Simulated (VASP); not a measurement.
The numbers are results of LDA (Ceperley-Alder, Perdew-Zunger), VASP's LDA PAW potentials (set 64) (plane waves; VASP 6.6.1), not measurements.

A VASP calculation is set up with these files.

**KPOINTS**
```
Automatic mesh
0
G
 14 14 8
```

**POSCAR**
```
Ru
1.0
  1.3394380575  -2.3199749196   0.0000000000
  1.3394380575   2.3199749196   0.0000000000
  0.0000000000   0.0000000000   4.2244984709
Ru
2
Direct
  0.3333330000   0.6666670000   0.2500000000
  0.6666670000   0.3333330000   0.7500000000
```

### INCAR
```
ALGO  =  Normal
SIGMA  =  0.1   ! width (eV)
EDIFF  =  1E-6   ! SCF stop (eV)
LWAVE  =  .FALSE.
ENCUT  =  520
LMAXMIX  =  4   ! l cut-off of mixed one-centre charges
ISIF  =  3   ! ions, shape and volume
LREAL  =  .FALSE.   ! projection in real space or not
PREC  =  Accurate
NELM  =  100
LASPH  =  .TRUE.
IBRION  =  2   ! conjugate gradients
NSW  =  60   ! most ionic steps
EDIFFG  =  -0.01   ! ionic stop
SYSTEM  =  Ru
LCHARG  =  .FALSE.
ISMEAR  =  1   ! Methfessel-Paxton
```

POTCAR, in this order: Ru_pv (LDA.64 set). Program: vasp_std.

Output

File OSZICAR:
```
       N       E                     dE             d eps       ncg     rms          rms(c)
DAV:   1     0.286014704370E+03    0.28601E+03   -0.18146E+04  4328   0.175E+03
DAV:   2    -0.159761107065E+02   -0.30199E+03   -0.29617E+03  4542   0.500E+02
DAV:   3    -0.227717475906E+02   -0.67956E+01   -0.66058E+01  4558   0.804E+01
DAV:   4    -0.228409173060E+02   -0.69170E-01   -0.68735E-01  5370   0.722E+00
DAV:   5    -0.228419084526E+02   -0.99115E-03   -0.99110E-03  4718   0.757E-01    0.200E+01
DAV:   6    -0.214984729335E+02    0.13434E+01   -0.35076E+00  4364   0.196E+01    0.536E+00
DAV:   7    -0.213965966209E+02    0.10188E+00   -0.27375E-01  4448   0.484E+00    0.124E+00
DAV:   8    -0.213845117568E+02    0.12085E-01   -0.96766E-03  4406   0.125E+00    0.174E-01
DAV:   9    -0.213844275028E+02    0.84254E-04   -0.44069E-04  5538   0.226E-01    0.308E-02
DAV:  10    -0.213844507322E+02   -0.23229E-04   -0.10363E-05  4646   0.304E-02    0.440E-03
DAV:  11    -0.213844506741E+02    0.58109E-07   -0.25630E-07  2440   0.473E-03
   1 F= -.21384451E+02 E0= -.21384067E+02  d E =-.213845E+02
```

**OUTCAR**
```
------------------------ aborting loop because EDIFF is reached ----------------------------------------
  FORCE on cell =-STRESS in cart. coord.  units (eV):
  Direction    XX          YY          ZZ          XY          YZ          ZX
  --------------------------------------------------------------------------------------
  Total       -0.0142757     -0.0142757     -0.0188295      0.0000000      0.0000000      0.0000000
  in kB       -0.8711609     -0.8711610     -1.1490471      0.0000000      0.0000000      0.0000000
  external PRESSURE =      -0.9637897 kB  Pullay stress =       0.0000000 kB
  volume of cell :       26.25
      direct lattice vectors                 reciprocal lattice vectors
     1.339438058 -2.319974920  0.000000000     0.373290872 -0.215519571  0.000000000
     1.339438058  2.319974920  0.000000000     0.373290872  0.215519571  0.000000000
     0.000000000  0.000000000  4.224498471     0.000000000  0.000000000  0.236714490
 POSITION                                       TOTAL-FORCE (eV/Angst)
 -----------------------------------------------------------------------------------
      1.33944      0.77333      1.05612         0.000000      0.000000      0.000000
      1.33944     -0.77333      3.16837        -0.000000     -0.000000      0.000000
 -----------------------------------------------------------------------------------
    total drift:                                0.000012      0.000496     -0.000045
  FREE ENERGIE OF THE ION-ELECTRON SYSTEM (eV)
  ---------------------------------------------------
  free  energy   TOTEN  =       -21.3844506741 eV

  energy  without entropy=      -21.3833004594  energy(sigma->0) =      -21.38406727

 reached required accuracy - stopping structural energy minimisation
```
(Selected blocks of OUTCAR.)

**OUTCAR**
```
 val. band max:       13.3014979428   @ k =   0.2857   0.1429   0.1250

 cond. band min:      13.3087854604   @ k =   0.0000   0.0000   0.3750


 Fermi energy:        13.3080559218

 k-point     1 :       0.0000    0.0000    0.0000
  band No.  band energies     occupation
      1     -30.2839      2.00000
      2     -29.2156      2.00000
      3     -29.2156      2.00000
      4     -29.0202      2.00000
      5     -29.0202      2.00000
      6     -28.9764      2.00000
      7       5.0962      2.00000
      8       6.8147      2.00000
      9      10.5724      2.00000
     10      10.5724      2.00000
     11      10.7916      2.00000
     12      11.3057      2.00000
     13      11.3057      2.00000
     14      11.8267      2.00000
     15      11.8267      2.00000
     16      14.5776     -0.00000
     17      14.5776     -0.00000
     18      14.6985     -0.00000

 k-point     2 :       0.0714   -0.0000    0.0000
  band No.  band energies     occupation
      1     -30.2642      2.00000
      2     -29.2575      2.00000
      3     -29.2298      2.00000
      4     -29.0640      2.00000
      5     -29.0258      2.00000
      6     -28.9857      2.00000
      7       5.2923      2.00000
      8       6.9650      2.00000
      9      10.2198      2.00000
     10      10.7334      2.00000
     11      11.0921      2.00000
     12      11.2253      2.00000
     13      11.4542      2.00000
     14      11.6248      2.00000
     15      11.7032      2.00000
     16      13.1978      2.06548
     17      14.6568     -0.00000
     18      16.3494      0.00000

 k-point     3 :       0.1429   -0.0000    0.0000
  band No.  band energies     occupation
      1     -30.2069      2.00000
      2     -29.3748      2.00000
      3     -29.2686      2.00000
      4     -29.1846      2.00000
      5     -29.0421      2.00000
      6     -29.0137      2.00000
      7       5.8416      2.00000
      8       7.3450      2.00000
      9       9.7499      2.00000
...
```

The compound is Ru in the hcp structure. It was relaxed first. The start is the result of an earlier pass.
